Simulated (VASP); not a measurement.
VASP input:

File POSCAR:
```
CdSe
1
    4.3235976135     0.0000000000     0.0000000000
   -2.1617988068     3.7443451289    -0.0000000000
    0.0000000000     0.0000000000     7.0329062603
Cd Se
2 2
Direct
  0.3333330000   0.6666670000   0.0001201367
  0.6666670000   0.3333330000   0.5001201367
  0.3333330000   0.6666670000   0.3758798633
  0.6666670000   0.3333330000   0.8758798633
```

### KPOINTS
```
kpoints
0
gamma
  5 5 3
```

**INCAR**
```
ALGO = Normal
EDIFF = 1E-6
EDIFFG = -0.02
ENCUT = 480
GGA = PS
IBRION = 2
ISIF = 3
ISMEAR = 0
LASPH = .TRUE.
LCHARG = .FALSE.
LMAXMIX = 4
LREAL = .FALSE.
LWAVE = .FALSE.
NELM = 100
NSW = 60
PREC = Accurate
SIGMA = 0.05
SYSTEM = CdSe
```

POTCAR, in this order: Cd Se (PBE.64 set). Program: vasp_std.

**Question.** Write an equivalent input for Ansatz.

**Answer.** One equivalent input (not run):
Ansatz 0.2 input:
```yaml
crystal:
  lattice:
    - [4.3235976, 0.0000000, 0.0000000]
    - [-2.1617988, 3.7443451, 0.0000000]
    - [0.0000000, 0.0000000, 7.0329063]
  atoms:
    - { symbol: Cd, position: [0.3333330, 0.6666670, 0.0001201] }
    - { symbol: Cd, position: [0.6666670, 0.3333330, 0.5001201] }
    - { symbol: Se, position: [0.3333330, 0.6666670, 0.3758799] }
    - { symbol: Se, position: [0.6666670, 0.3333330, 0.8758799] }
kpoints:
  mp_grid: { grid: [5, 5, 3] }
hamiltonian:
  xc: pbesol
  pseudopotentials: { kind: paw }
scf:
  occupations: { method: gaussian, width: 0.05 }
  max_iter: 100
relax:
  max_steps: 60
  f_tol: 0.02
  cell: {}
output: { forces: true, stress: true, eigenvalues: true }
```
What does not carry over: each code has its own PAW files, so the cut-off isn't converted (ENCUT is set for VASP's; basis.ecutwfc is left out, and Ansatz then takes the one that its files recommend); Ansatz stops its SCF on the density residual and VASP on the energy change (EDIFF).

The compound is CdSe in the wurtzite structure. This run relaxes it. Symmetry was kept, so distortions that lower it aren't found. The start is the result of an earlier pass.
